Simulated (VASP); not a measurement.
# HfCl4 in VASP: settings compared, part 2 of 2

VASP 6.6.1. Earlier steps stand in the parts before.

### 4 Single point, rev-vdW-DF2

Contents of INCAR:

```
SYSTEM = HfCl4
PREC = Accurate
ENCUT = 400
EDIFF = 1E-7
ISMEAR = 0
SIGMA = 0.01
LREAL = .FALSE.
LASPH = .TRUE.
NELM = 60
ALGO = Normal
ISIF = 2
LWAVE = .FALSE.
LCHARG = .FALSE.
GGA = MK
LUSE_VDW = .TRUE.
AGGAC = 0.0
PARAM1 = 0.1234
PARAM2 = 0.711357
ZAB_VDW = -1.8867
NBANDS = 27
ISYM = 0
```

Contents of KPOINTS:

```
Automatic mesh
0
G
  1 1 1
  0 0 0
```

Contents of POSCAR:

```
HfCl4                                   
1.0
   14.0357389530      0.0000000000      0.0000000000
    0.0000000000     14.5357389530      0.0000000000
    0.0000000000      0.0000000000     15.0357389530
  Hf              Cl            
     1     4
Selective dynamics
Direct
     0.4999965332999992    0.5034335218999999    0.4999968914000021   F   F   F
     0.3593349287479645    0.4636941366532920    0.4305696253671746   T   T   T
     0.4774700592571756    0.5049893784211816    0.6519617921841260   T   T   T
     0.6162860538740020    0.3975099763478834    0.4644065745385188   T   T   T
     0.5469127571715132    0.6475697298373470    0.4530654256369273   T   T   T
```

Potentials or basis: VASP PAW PBE potentials, release 64 (Hf_pv, Cl).

Run with:

```console
$ cat potpaw_PBE.64/Hf_pv/POTCAR potpaw_PBE.64/Cl/POTCAR > POTCAR
$ mpirun -np 4 vasp_gam > vasp.out
```

OUTCAR:

```text
SYSTEM = HfCl4
   PREC = Accurate
   ENCUT = 400
   EDIFF = 1E-7
   ISMEAR = 0
   LREAL = .FALSE.
   LASPH = .TRUE.
   NELM = 60
   ISIF = 2
   GGA = MK
   ISYM = 0

 ion  position               nearest neighbor table
   1  0.500  0.503  0.500-   4 2.31   5 2.31   2 2.31   3 2.31
   2  0.359  0.464  0.431-   1 2.31
   3  0.477  0.505  0.652-   1 2.31
   4  0.616  0.398  0.464-   1 2.31
   5  0.547  0.648  0.453-   1 2.31

IMPORTANT INFORMATION: All symmetrisations will be switched off!
NOSYMM: (Re-)initialisation of all symmetry stuff for point group C_1.
[... 172 lines left out ...]
  -------------------------------------------------------------------------------------
  Total       -0.2335845     -0.2313204     -0.2307973      0.0002199     -0.0002996     -0.0003398
  in kB       -0.1219993     -0.1208168     -0.1205436      0.0001149     -0.0001565     -0.0001775
  external PRESSURE =      -0.1211199 kB  Pullay stress =       0.0000000 kB

 VOLUME and BASIS-vectors are now :
 -----------------------------------------------------------------------------
  energy-cutoff  :      400.00
  volume of cell :     3067.59
      direct lattice vectors                 reciprocal lattice vectors
    14.035738953  0.000000000  0.000000000     0.071246694  0.000000000  0.000000000
     0.000000000 14.535738953  0.000000000     0.000000000  0.068795952  0.000000000
     0.000000000  0.000000000 15.035738953     0.000000000  0.000000000  0.066508204

 POSITION                                       TOTAL-FORCE (eV/Angst)
 -----------------------------------------------------------------------------------
      7.01782      7.31778      7.51782         0.000262      0.000069     -0.000163
      5.04353      6.74014      6.47393         0.032742      0.009393      0.017487
      6.70165      7.34039      9.80273         0.005688     -0.000573     -0.037983
      8.65003      5.77810      6.98270        -0.027742      0.025598      0.009071
      7.67632      9.41290      6.81217        -0.010950     -0.034488      0.011588
 -----------------------------------------------------------------------------------
    total drift:                                0.000103      0.000492     -0.000678

  FREE ENERGIE OF THE ION-ELECTRON SYSTEM (eV)
  ---------------------------------------------------
  free  energy   TOTEN  =       -17.3378060461 eV

  energy  without entropy=      -17.3378060461  energy(sigma->0) =      -17.33780605

Total vdW correction in eV:      7.8833190
```

stdout:

```text
POSCAR found type information on POSCAR HfCl
 POSCAR found :  2 types and       5 ions
 scaLAPACK will be used
 -----------------------------------------------------------------------------
|                                                                             |
|                                                                             |
|     You have switched on vdW-DFT.                                           |
[... 34 lines left out ...]
 -----------------------------------------------------------------------------

 POSCAR, INCAR and KPOINTS ok, starting setup
 FFT: planning ... GRIDC
 FFT: planning ... GRID_SOFT
 FFT: planning ... GRID
 WAVECAR not read
 entering main loop
```

It took 10 min on 4 MPI ranks of Intel Xeon 6975P-C (Granite Rapids), shared host; peak memory 1.5 GiB.

What came out:

```yaml
Free_energy: -17.3378 eV
Largest_force: 0.039 eV/Å
Gap_between_the_frontier_levels: 5.31 eV
```

Forces in eV/Å, atoms in the order of the input:
```
Hf   0.000  0.000  0.000
Cl   0.033  0.009  0.017
Cl   0.006 -0.001 -0.038
Cl  -0.028  0.026  0.009
Cl  -0.011 -0.034  0.012
```

Caveat: the PAW data sets were made with another functional, which shifts forces and pressure a little; spin-orbit coupling is left out, which moves the levels of the heavy elements.

### 5 Single point, LDA

Changes to INCAR since step 4:

```diff
@@ -13,8 +13,3 @@
 LCHARG = .FALSE.
-GGA = MK
-LUSE_VDW = .TRUE.
-AGGAC = 0.0
-PARAM1 = 0.1234
-PARAM2 = 0.711357
-ZAB_VDW = -1.8867
+GGA = CA
 NBANDS = 27
```

KPOINTS is that of step 4.

POSCAR is that of step 4.

Potentials or basis: VASP PAW LDA potentials, release 64 (Hf_pv, Cl).

Run with:

```console
$ cat potpaw_LDA.64/Hf_pv/POTCAR potpaw_LDA.64/Cl/POTCAR > POTCAR
$ mpirun -np 4 vasp_gam > vasp.out
```

It took 34 s on 4 MPI ranks of Intel Xeon 6975P-C (Granite Rapids), shared host; peak memory 0.39 GiB.

Results (log left out):

```
Free energy                     : -27.5502 eV
Largest force                   : 0.579 eV/Å
Gap between the frontier levels : 5.22 eV
```

Forces in eV/Å, atoms in the order of the input:
```
Hf   0.000  0.000  0.000
Cl   0.496  0.145  0.262
Cl   0.079 -0.006 -0.574
Cl  -0.410  0.386  0.134
Cl  -0.165 -0.526  0.177
```

Levels at points of the mesh, in eV from the valence-band top:
| k point | band 16 | band 17 | band 18 | band 19 | band 20 | band 21 | band 22 | band 23 |
| --- | --- | --- | --- | --- | --- | --- | --- | --- |
| (0.00, 0.00, 0.00) | -0.57 | 0.00 | 0.00 | 0.00 | 5.22 | 5.22 | 5.97 | 5.97 |

Caveat: spin-orbit coupling is left out, which moves the levels of the heavy elements. Expect the measured gap to be larger: semilocal functionals such as LDA lack the derivative discontinuity.

### 6 Single point, PBEsol

Changes to INCAR since step 5:

```diff
@@ -13,3 +13,3 @@
 LCHARG = .FALSE.
-GGA = CA
+GGA = PS
 NBANDS = 27
```

KPOINTS is that of step 5.

POSCAR is that of step 5.

Potentials or basis: VASP PAW PBE potentials, release 64 (Hf_pv, Cl).

Run with:

```console
$ cat potpaw_PBE.64/Hf_pv/POTCAR potpaw_PBE.64/Cl/POTCAR > POTCAR
$ mpirun -np 4 vasp_gam > vasp.out
```

It took 64 s on 4 MPI ranks of Intel Xeon 6975P-C (Granite Rapids), shared host; peak memory 0.52 GiB.

It converged, with:

```yaml
Free_energy: -26.9940 eV
Largest_force: 0.300 eV/Å
Gap_between_the_frontier_levels: 5.30 eV
```

Forces on the atoms (eV/Å):
```
Hf   0.000  0.000  0.000
Cl   0.256  0.075  0.136
Cl   0.041 -0.003 -0.297
Cl  -0.212  0.200  0.070
Cl  -0.085 -0.272  0.091
```

Levels at points of the mesh, in eV from the valence-band top:
```csv
k point,band 17,band 18,band 19,band 20,band 21,band 22
"(0.00, 0.00, 0.00)",0.00,0.00,0.00,5.30,5.30,6.08
```

Caveat: the PAW data sets were made with another functional, which shifts forces and pressure a little; spin-orbit coupling is left out, which moves the levels of the heavy elements. Expect the measured gap to be larger: semilocal functionals such as PBEsol lack the derivative discontinuity.

### 7 The runs side by side

```csv
level,potentials or basis,gap on the mesh (eV),largest force (eV/Å)
RPBE+D3(BJ),"VASP PAW PBE potentials, release 64 (Hf_pv, Cl)",5.41,0.01
optB86b-vdW,"VASP PAW PBE potentials, release 64 (Hf_pv, Cl)",5.32,0.06
rev-vdW-DF2,"VASP PAW PBE potentials, release 64 (Hf_pv, Cl)",5.31,0.04
LDA,"VASP PAW LDA potentials, release 64 (Hf_pv, Cl)",5.22,0.58
PBEsol,"VASP PAW PBE potentials, release 64 (Hf_pv, Cl)",5.30,0.30
```

Alike in all rows: task single point; no spin polarisation; cell as given; k mesh 1 × 1 × 1; cutoff (eV) 400; smearing gaussian 0.01 eV.

Caveats: spin-orbit coupling is left out, which moves the levels of the heavy elements; the PAW data sets were made with another functional, which shifts forces and pressure a little (some runs).

Total energies depend on the potentials used, so only differences within one code and one set of settings carry meaning.
